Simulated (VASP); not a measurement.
Calculation: PBEsol GGA, VASP's PBE PAW potentials (set 64) (plane waves; VASP).

VASP ran on this input.

KPOINTS:
```
Automatic mesh
0
gamma
  10 10 8
0 0 0
```

**POSCAR**
```
TmB2
1
    3.2858614710     0.0000000000     0.0000000000
   -1.6429307356     2.8035855621     0.0000000000
    0.0000000000     0.0000000000     3.7879189428
Tm B
1 2
Direct
  0.0000000000   0.0000000000   0.0000000000
  0.3333330000   0.6666670000   0.5000000000
  0.6666670000   0.3333330000   0.5000000000
```

**INCAR**
```
! general
SYSTEM =TmB2
PREC   =Accurate
ENCUT  =600   ! plane-wave cut-off (eV)
LREAL  =.FALSE.
LASPH  =.TRUE.

! electronic loop
EDIFF  =1E-7
NELM   =100
ALGO   =Normal
LMAXMIX=6   ! l cut-off of mixed one-centre charges

! smearing
ISMEAR =1   ! Methfessel-Paxton
SIGMA  =0.1   ! width (eV)

! functional
GGA    =PS   ! PBEsol

! ions
IBRION =2   ! conjugate gradients
NSW    =30
ISIF   =2
EDIFFG =-0.01

! output
LWAVE  =.FALSE.
LCHARG =.FALSE.
```

POTCAR, in this order: Tm_3 B (PBE.64 set). Program: vasp_std.

The 4f electrons are frozen in the core of the lanthanide potential, so 4f levels, which can set the real gap, and their magnetism are missing.

Question: What does the run give for the energy per atom (σ→0), band gap (on the k-mesh)?

Answer: 
```
Item                                                         Value
------------------------  ----------------------------------------
energy per atom (σ→0)                               -7.031 eV/atom
band gap (on the k-mesh)  none (metal, semimetal or under 0.01 eV)
```

### OSZICAR
```
...
   1 F= -.21093351E+02 E0= -.21093233E+02  d E =-.210934E+02
       N       E                     dE             d eps       ncg     rms          rms(c)
DAV:   1    -0.210936346769E+02   -0.28408E-03   -0.24438E-02  3578   0.109E+00    0.366E-02
DAV:   2    -0.210936371074E+02   -0.24305E-05   -0.46676E-04  5151   0.212E-01    0.247E-02
DAV:   3    -0.210936212441E+02    0.15863E-04   -0.50122E-05  4233   0.495E-02    0.367E-03
DAV:   4    -0.210936216995E+02   -0.45534E-06   -0.59093E-06  4390   0.197E-02    0.228E-03
DAV:   5    -0.210936217120E+02   -0.12514E-07   -0.11756E-07  3397   0.281E-03
   2 F= -.21093622E+02 E0= -.21093505E+02  d E =-.271131E-03
```

The structure comes from a computed database's TmB2 entry (P6/mmm); how it stands against other phases isn't given here. This cell was strained or had an atom moved on purpose. Symmetry was kept, so distortions that lower it aren't found. The electron count is odd and the run is not spin-polarised, which forces a metal.
